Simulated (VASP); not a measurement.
These are LDA (Ceperley-Alder, Perdew-Zunger), VASP's LDA PAW potentials (set 64) (plane waves; VASP 6.6.1) values and carry that method's errors.

VASP input:

File POSCAR:
```
TiC
1.0
  0.0000000000   2.1196516058   2.1196516058
  2.1196516058   0.0000000000   2.1196516058
  2.1196516058   2.1196516058   0.0000000000
Ti C
1 1
Cartesian
  0.0000000000   0.0000000000   0.0000000000
  2.1196516058   2.1196516058   2.1196516058
```

**INCAR**
```
SYSTEM = TiC
PREC = Accurate
ENCUT = 620
EDIFF = 1E-6
NELM = 100
ALGO = Normal
LREAL = .FALSE.
LASPH = .TRUE.
ISMEAR = 1
SIGMA = 0.1
LMAXMIX = 4
LWAVE = .FALSE.
LCHARG = .FALSE.
IBRION = 2
ISIF = 3
NSW = 40
EDIFFG = -0.02
PSTRESS = 100
```

File KPOINTS:
```
Automatic mesh
0
Gamma
15 15 15
0 0 0
```

POTCAR, in this order: Ti_sv C (LDA.64 set). Program: vasp_std.

Output of the run:

**OSZICAR**
```
       N       E                     dE             d eps       ncg     rms          rms(c)
DAV:   1     0.127156329603E+03    0.12716E+03   -0.95601E+03  2884   0.182E+03
DAV:   2    -0.154883623742E+02   -0.14264E+03   -0.13558E+03  3000   0.410E+02
DAV:   3    -0.253969375719E+02   -0.99086E+01   -0.95229E+01  3752   0.102E+02
DAV:   4    -0.259149188370E+02   -0.51798E+00   -0.51712E+00  3852   0.218E+01
DAV:   5    -0.259306747355E+02   -0.15756E-01   -0.15755E-01  3748   0.339E+00    0.198E+01
DAV:   6    -0.211330048960E+02    0.47977E+01   -0.30026E+01  3360   0.710E+01    0.690E+00
DAV:   7    -0.205684337066E+02    0.56457E+00   -0.41616E+00  3284   0.275E+01    0.539E+00
DAV:   8    -0.205342261035E+02    0.34208E-01   -0.16957E-01  3060   0.563E+00    0.261E+00
DAV:   9    -0.205379895887E+02   -0.37635E-02   -0.86679E-02  3288   0.323E+00    0.815E-01
DAV:  10    -0.205349213218E+02    0.30683E-02   -0.15607E-02  3828   0.192E+00    0.421E-01
DAV:  11    -0.205343578088E+02    0.56351E-03   -0.41078E-03  3172   0.949E-01    0.100E-01
DAV:  12    -0.205342687915E+02    0.89017E-04   -0.50972E-04  3048   0.395E-01    0.260E-02
DAV:  13    -0.205342551750E+02    0.13617E-04   -0.36038E-05  4304   0.908E-02    0.816E-03
DAV:  14    -0.205342546065E+02    0.56849E-06   -0.12107E-06  1968   0.135E-02
   1 F= -.19345443E+02 E0= -.19345451E+02  d E =-.193454E+02
       N       E                     dE             d eps       ncg     rms          rms(c)
DAV:   1    -0.207969295958E+02   -0.26267E+00   -0.76028E+00  2904   0.452E+01    0.578E+00
DAV:   2    -0.205049966019E+02    0.29193E+00   -0.12503E+00  3076   0.190E+01    0.150E+00
DAV:   3    -0.204634674231E+02    0.41529E-01   -0.18545E-01  3332   0.449E+00    0.591E-01
DAV:   4    -0.204648366329E+02   -0.13692E-02   -0.71600E-02  3228   0.281E+00    0.372E-01
DAV:   5    -0.204698024698E+02   -0.49658E-02   -0.71150E-03  3444   0.899E-01    0.156E-01
DAV:   6    -0.204727952306E+02   -0.29928E-02   -0.69969E-03  4340   0.443E-01    0.127E-01
DAV:   7    -0.204730882581E+02   -0.29303E-03   -0.91945E-04  3280   0.310E-01    0.264E-02
DAV:   8    -0.204730892109E+02   -0.95276E-06   -0.13950E-04  3032   0.127E-01    0.310E-02
DAV:   9    -0.204731094412E+02   -0.20230E-04   -0.23720E-05  3200   0.582E-02    0.356E-03
DAV:  10    -0.204731105408E+02   -0.10996E-05   -0.67436E-06  3848   0.161E-02    0.232E-03
DAV:  11    -0.204731105365E+02    0.43262E-08   -0.62791E-08  1524   0.282E-03
   2 F= -.19335643E+02 E0= -.19335677E+02  d E =0.980096E-02
       N       E                     dE             d eps       ncg     rms          rms(c)
DAV:   1    -0.206563463781E+02   -0.18324E+00   -0.31118E+00  2900   0.298E+01    0.386E+00
DAV:   2    -0.205394866859E+02    0.11686E+00   -0.68916E-01  3156   0.133E+01    0.106E+00
DAV:   3    -0.205152770037E+02    0.24210E-01   -0.10082E-01  3332   0.366E+00    0.395E-01
DAV:   4    -0.205163441739E+02   -0.10672E-02   -0.31072E-02  3164   0.177E+00    0.242E-01
DAV:   5    -0.205195295127E+02   -0.31853E-02   -0.50634E-03  3864   0.624E-01    0.820E-02
DAV:   6    -0.205200104333E+02   -0.48092E-03   -0.12860E-03  3844   0.218E-01    0.599E-02
DAV:   7    -0.205201274901E+02   -0.11706E-03   -0.36143E-04  3736   0.169E-01    0.423E-02
DAV:   8    -0.205201195467E+02    0.79434E-05   -0.64412E-05  2996   0.104E-01    0.907E-03
DAV:   9    -0.205201239869E+02   -0.44402E-05   -0.44272E-06  3392   0.195E-02    0.420E-03
DAV:  10    -0.205201244606E+02   -0.47373E-06   -0.31273E-06  3056   0.852E-03
   3 F= -.19350356E+02 E0= -.19350378E+02  d E =-.491227E-02
```

File OUTCAR:
```
------------------------ aborting loop because EDIFF is reached ----------------------------------------
  FORCE on cell =-STRESS in cart. coord.  units (eV):
  Direction    XX          YY          ZZ          XY          YZ          ZX
  --------------------------------------------------------------------------------------
  Total        1.1667044      1.1667044      1.1667044      0.0000000      0.0000000      0.0000000
  in kB       99.7380407     99.7380407     99.7380407      0.0000000      0.0000000      0.0000000
  external PRESSURE =      -0.2619593 kB  Pullay stress =     100.0000000 kB
  volume of cell :       18.74
      direct lattice vectors                 reciprocal lattice vectors
     0.000000000  2.108273084  2.108273084    -0.237160927  0.237160927  0.237160927
     2.108273084  0.000000000  2.108273084     0.237160927 -0.237160927  0.237160927
     2.108273084  2.108273084 -0.000000000     0.237160927  0.237160927 -0.237160927
 POSITION                                       TOTAL-FORCE (eV/Angst)
 -----------------------------------------------------------------------------------
      0.00000      0.00000      0.00000         0.000000      0.000000     -0.000000
      2.10827      2.10827      2.10827        -0.000000     -0.000000      0.000000
 -----------------------------------------------------------------------------------
    total drift:                                0.000000     -0.000000     -0.000000
  FREE ENERGIE OF THE ION-ELECTRON SYSTEM (eV)
  ---------------------------------------------------
  free  energy   TOTEN  =       -20.5201244606 eV

  energy  without entropy=      -20.5201908955  energy(sigma->0) =      -20.52014661
  enthalpy is  TOTEN    =       -19.3503557350 eV   P V=        1.1697687256

 reached required accuracy - stopping structural energy minimisation
```
(Selected blocks of OUTCAR.)

### CONTCAR
```
TiC
   1.00000000000000
     0.0000000000000000    2.1082730842378670    2.1082730842378670
     2.1082730842378670    0.0000000000000000    2.1082730842378670
     2.1082730842378670    2.1082730842378670   -0.0000000000000000
  Ti              C
     1     1
Direct
     0.0000000000000000    0.0000000000000000    0.0000000000000000
     0.5000000000000000    0.5000000000000000    0.5000000000000000
```

### OUTCAR
```
 val. band max:       10.1687188723   @ k =   0.3333   0.2667   0.0000

 cond. band min:      10.2240520287   @ k =   0.4000   0.3333   0.0000


 Fermi energy:        10.2013272609

 k-point     1 :       0.0000    0.0000    0.0000
  band No.  band energies     occupation
      1     -45.4354      2.00000
      2     -21.7887      2.00000
      3     -21.7887      2.00000
      4     -21.7887      2.00000
      5      -2.3560      2.00000
      6      10.8721     -0.00000
      7      10.8721     -0.00000
      8      10.8721     -0.00000
      9      12.0096     -0.00000
     10      12.0096     -0.00000
     11      12.0096     -0.00000
     12      12.1037     -0.00000

 k-point     2 :       0.0667    0.0000    0.0000
  band No.  band energies     occupation
      1     -45.4306      2.00000
      2     -21.8200      2.00000
      3     -21.7914      2.00000
      4     -21.7914      2.00000
      5      -2.2438      2.00000
      6      10.3603     -0.04704
      7      10.6401     -0.00000
      8      10.6401     -0.00000
      9      11.2780     -0.00000
     10      11.2780     -0.00000
     11      12.2967      0.00000
     12      13.2327      0.00000

 k-point     3 :       0.1333    0.0000    0.0000
  band No.  band energies     occupation
      1     -45.4171      2.00000
      2     -21.9079      2.00000
      3     -21.7993      2.00000
      4     -21.7993      2.00000
      5      -1.9155      2.00000
      6       9.3680      2.00000
      7       9.7643      2.00000
      8       9.7643      2.00000
      9      11.3899     -0.00000
     10      11.3899     -0.00000
     11      12.6935      0.00000
     12      14.4767      0.00000

 k-point     4 :       0.2000    0.0000    0.0000
  band No.  band energies     occupation
      1     -45.3972      2.00000
      2     -22.0354      2.00000
      3     -21.8109      2.00000
      4     -21.8109      2.00000
      5      -1.3963      2.00000
      6       8.2259      2.00000
...
```

The compound is TiC in the rock salt structure. This run relaxes it under an external pressure of 10 GPa. Symmetry was kept, so distortions that lower it aren't found.
